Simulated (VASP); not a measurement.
A convergence study with VASP on KF (rock salt): one setting is varied, all else stays as given below, so the limit is that of these other settings. ε∞ is the independent-particle value.

```
KF
1.0
    0.00000     2.67500     2.67500
    2.67500     0.00000     2.67500
    2.67500     2.67500     0.00000
K F
1 1
Direct
  0.00000   0.00000   0.00000
  0.50000   0.50000   0.50000
```

These are PBE GGA, VASP's PBE PAW potentials (set 64) (plane waves; VASP) values and carry that method's errors. The tightest run used: 700 eV cut-off, 8×8×8 Γ-centred mesh, Gaussian smearing of 0.050 eV, potentials K_sv F.

```tsv
setting	mean ε∞	bands
NBANDS = 9	1.25	9
NBANDS = 10	1.44	10
NBANDS = 12	1.67	12
NBANDS = 16	1.94	16
```

Q: These are the cheaper rows. Estimate the results at NBANDS = 136, and how far the last row shown lies from them.

A: 
```json
[
 {"quantity": "mean ε∞", "tightest run": "2.10", "last row shown is off by": "-0.15"}
]
```

Left out are rungs that failed or repeat a setting and relaxations that didn't move; long series are thinned to 24 rows.

The compound is KF in the rock salt structure. The cell was not relaxed at this level.
